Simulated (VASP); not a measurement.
Calculation: vdW-DF2, VASP's PBE PAW potentials (set 64) (plane waves; VASP).

VASP input:

File POSCAR:
```
Ni3Al
1
    3.6407796659     0.0000000000     0.0000000000
    0.0000000000     3.6407796659     0.0000000000
    0.0000000000     0.0000000000     3.6407796659
Al Ni
1 3
Direct
  0.0000000000   0.0000000000   0.0000000000
  0.0000000000   0.5000000000   0.5000000000
  0.5000000000   0.0000000000   0.5000000000
  0.5000000000   0.5000000000   0.0000000000
```

### INCAR
```
SYSTEM = Ni3Al
PREC = Accurate; ENCUT = 520; LREAL = F
LASPH = T
EDIFF = 1E-7; NELM = 100; ALGO = Normal
LMAXMIX = 4
ISMEAR = -5
GGA = ML; LUSE_VDW = T; AGGAC = 0.0
ZAB_VDW = -1.8867
MAGMOM = 0.0 -0.3 -0.3 -0.3
ISPIN = 2
ISIF = 2
LWAVE = F; LCHARG = T; LORBIT = 11
NEDOS = 601
LEFG = T
```

KPOINTS:
```
Automatic mesh
0
Gamma
9 9 9
0 0 0
```

POTCAR, in this order: Al Ni (PBE.64 set). Program: vasp_std.

Output

File OUTCAR:
```
 ion  position               nearest neighbor table
   1  0.000  0.000  0.000-   2 2.57   3 2.57   4 2.57   2 2.57   3 2.57   2 2.57   4 2.57   2 2.57
                             3 2.57   4 2.57   3 2.57   4 2.57
   2  0.000  0.500  0.500-   1 2.57   3 2.57   4 2.57   1 2.57   4 2.57   1 2.57   3 2.57   1 2.57
                             3 2.57   4 2.57   4 2.57   3 2.57
   3  0.500  0.000  0.500-   1 2.57   2 2.57   4 2.57   1 2.57   4 2.57   2 2.57   4 2.57   4 2.57
                             1 2.57   2 2.57   1 2.57   2 2.57
   4  0.500  0.500  0.000-   1 2.57   2 2.57   3 2.57   2 2.57   3 2.57   1 2.57   3 2.57   3 2.57
                             1 2.57   2 2.57   2 2.57   1 2.57
  LATTYP: Found a simple cubic cell.
 ALAT       =     3.6407796659
 Subroutine PRICEL returns:
 Original cell was already a primitive cell.
 Subroutine GETGRP returns: Found 48 space group operations
The static configuration has the point symmetry O_h .
The dynamic configuration has the point symmetry O_h .
The overall configuration has the point symmetry O_h .
 Subroutine INISYM returns: Found 48 space group operations
 Subroutine IBZKPT returns following result:
 Found     35 irreducible k-points:

 Following reciprocal coordinates:
            Coordinates               Weight
  0.000000  0.000000  0.000000      1.000000
  0.111111  0.000000  0.000000      6.000000
  0.222222  0.000000  0.000000      6.000000
  0.333333  0.000000  0.000000      6.000000
  0.444444  0.000000  0.000000      6.000000
  0.111111  0.111111  0.000000     12.000000
  0.222222  0.111111  0.000000     24.000000
  0.333333  0.111111  0.000000     24.000000
  0.444444  0.111111  0.000000     24.000000
  0.222222  0.222222  0.000000     12.000000
  0.333333  0.222222  0.000000     24.000000
  0.444444  0.222222  0.000000     24.000000
  0.333333  0.333333  0.000000     12.000000
  0.444444  0.333333  0.000000     24.000000
  0.444444  0.444444  0.000000     12.000000
  0.111111  0.111111  0.111111      8.000000
  0.222222  0.111111  0.111111     24.000000
  0.333333  0.111111  0.111111     24.000000
  0.444444  0.111111  0.111111     24.000000
  0.222222  0.222222  0.111111     24.000000
  0.333333  0.222222  0.111111     48.000000
  0.444444  0.222222  0.111111     48.000000
  0.333333  0.333333  0.111111     24.000000
  0.444444  0.333333  0.111111     48.000000
  0.444444  0.444444  0.111111     24.000000
  0.222222  0.222222  0.222222      8.000000
  0.333333  0.222222  0.222222     24.000000
  0.444444  0.222222  0.222222     24.000000
  0.333333  0.333333  0.222222     24.000000
  0.444444  0.333333  0.222222     48.000000
  0.444444  0.444444  0.222222     24.000000
  0.333333  0.333333  0.333333      8.000000
  0.444444  0.333333  0.333333     24.000000
  0.444444  0.444444  0.333333     24.000000
  0.444444  0.444444  0.444444      8.000000
   k-points           NKPTS =     35   k-points in BZ     NKDIM =     35   number of bands    NBANDS=     20
   number of dos      NEDOS =    601   number of ions     NIONS =      4
   total plane-waves  NPLWV =  21952
   dimension x,y,z NGX =    28 NGY =   28 NGZ =   28
   dimension x,y,z NGXF=    56 NGYF=   56 NGZF=   56
   ions per type =               1   3
   PREC   = accura    normal or accurate (medium, high low for compatibility)
   ISTART =      0    job   : 0-new  1-cont  2-samecut
   ICHARG =      2    charge: 1-file 2-atom 10-const
   ISPIN  =      2    spin polarized calculation?
   LNONCOLLINEAR =      F non collinear calculations
   LSORBIT =      F    spin-orbit coupling
   INIWAV =      1    electr: 0-lowe 1-rand  2-diag
   ENCUT  =  520.0 eV  38.22 Ry    6.18 a.u.   6.77  6.77  6.77*2*pi/ulx,y,z
   NELM   =    100;   NELMIN=  2; NELMDL= -5     # of ELM steps
   EDIFF  = 0.1E-06   stopping-criterion for ELM
   LREAL  =      F    real-space projection
...
```

**OSZICAR**
```
       N       E                     dE             d eps       ncg     rms          rms(c)
DAV:   1     0.200987754253E+03    0.20099E+03   -0.14591E+04  2808   0.205E+03
DAV:   2    -0.211448776980E+01   -0.20310E+03   -0.19647E+03  2804   0.364E+02
DAV:   3    -0.125725911640E+02   -0.10458E+02   -0.95453E+01  3020   0.109E+02
DAV:   4    -0.128387183149E+02   -0.26613E+00   -0.26309E+00  3232   0.163E+01
DAV:   5    -0.128473455631E+02   -0.86272E-02   -0.86208E-02  3372   0.265E+00    0.167E+01
DAV:   6    -0.144750328609E+02   -0.16277E+01   -0.61258E+01  3176   0.127E+02    0.196E+01
DAV:   7    -0.977107528018E+01    0.47040E+01   -0.18290E+01  3172   0.702E+01    0.186E+00
DAV:   8    -0.976993010699E+01    0.11452E-02   -0.46882E-01  3084   0.549E+00    0.138E+00
DAV:   9    -0.975663015453E+01    0.13300E-01   -0.57934E-02  3760   0.312E+00    0.709E-01
DAV:  10    -0.975806414445E+01   -0.14340E-02   -0.21085E-03  3532   0.565E-01    0.502E-01
DAV:  11    -0.975821752588E+01   -0.15338E-03   -0.10837E-02  3624   0.151E+00    0.225E-01
DAV:  12    -0.975879430245E+01   -0.57678E-03   -0.88539E-04  3384   0.494E-01    0.114E-01
DAV:  13    -0.975887860794E+01   -0.84305E-04   -0.16560E-04  3480   0.150E-01    0.601E-02
DAV:  14    -0.975890835650E+01   -0.29749E-04   -0.40517E-05  3616   0.879E-02    0.156E-02
DAV:  15    -0.975891041889E+01   -0.20624E-05   -0.11948E-05  3404   0.468E-02    0.856E-03
DAV:  16    -0.975891255303E+01   -0.21341E-05   -0.28741E-06  3224   0.272E-02    0.287E-03
DAV:  17    -0.975891322321E+01   -0.67018E-06   -0.41034E-07  2656   0.721E-03    0.518E-04
DAV:  18    -0.975891319347E+01    0.29738E-07   -0.27827E-08  1564   0.230E-03
   1 F= -.97589132E+01 E0= -.97589132E+01  d E =0.000000E+00  mag=    -0.6891
```

OUTCAR:
```
------------------------ aborting loop because EDIFF is reached ----------------------------------------
  FORCE on cell =-STRESS in cart. coord.  units (eV):
  Direction    XX          YY          ZZ          XY          YZ          ZX
  --------------------------------------------------------------------------------------
  Total       -0.0479410     -0.0479410     -0.0479410     -0.0000000     -0.0000000     -0.0000000
  in kB       -1.5916026     -1.5916026     -1.5916026     -0.0000000     -0.0000000     -0.0000000
  external PRESSURE =      -1.5916026 kB  Pullay stress =       0.0000000 kB
  volume of cell :       48.26
      direct lattice vectors                 reciprocal lattice vectors
     3.640779666  0.000000000  0.000000000     0.274666443  0.000000000  0.000000000
     0.000000000  3.640779666  0.000000000     0.000000000  0.274666443  0.000000000
     0.000000000  0.000000000  3.640779666     0.000000000  0.000000000  0.274666443
 POSITION                                       TOTAL-FORCE (eV/Angst)
 -----------------------------------------------------------------------------------
      0.00000      0.00000      0.00000         0.000000      0.000000      0.000000
      0.00000      1.82039      1.82039         0.000000      0.000000      0.000000
      1.82039      0.00000      1.82039         0.000000      0.000000      0.000000
      1.82039      1.82039      0.00000         0.000000      0.000000      0.000000
 -----------------------------------------------------------------------------------
    total drift:                                0.000000      0.000000      0.000000
  FREE ENERGIE OF THE ION-ELECTRON SYSTEM (eV)
  ---------------------------------------------------
  free  energy   TOTEN  =        -9.7589131935 eV

  energy  without entropy=       -9.7589131935  energy(sigma->0) =       -9.75891319

 total charge

# of ion       s       p       d       tot
------------------------------------------
    1        0.396   0.361   0.000   0.757
    2        0.469   0.445   8.416   9.329
    3        0.469   0.445   8.416   9.329
    4        0.469   0.445   8.416   9.329
--------------------------------------------------
tot          1.803   1.695  25.247  28.745

 magnetization (x)

# of ion       s       p       d       tot
------------------------------------------
    1       -0.000   0.007   0.000   0.007
    2        0.002   0.009  -0.261  -0.249
    3        0.002   0.009  -0.261  -0.249
    4        0.002   0.009  -0.261  -0.249
--------------------------------------------------
tot          0.007   0.036  -0.784  -0.741

 Electric field gradients after diagonalization (V/A^2)
 (convention: |V_zz| > |V_xx| > |V_yy|)
----------------------------------------------------------------------
 ion       V_xx      V_yy      V_zz     asymmetry (V_yy - V_xx)/ V_zz
----------------------------------------------------------------------
   1      -0.000    -0.000    -0.000      -0.116
   2       2.621     2.621    -5.241       0.000
   3       2.621     2.621    -5.241       0.000
   4       2.621     2.621    -5.241       0.000
```
(Selected blocks of OUTCAR.)

For a metal the tetrahedron method with Blöchl corrections gives inexact stress and forces.

The compound is Ni3Al in the L1_2 structure. It was relaxed first, which changed the volume by +6 %.
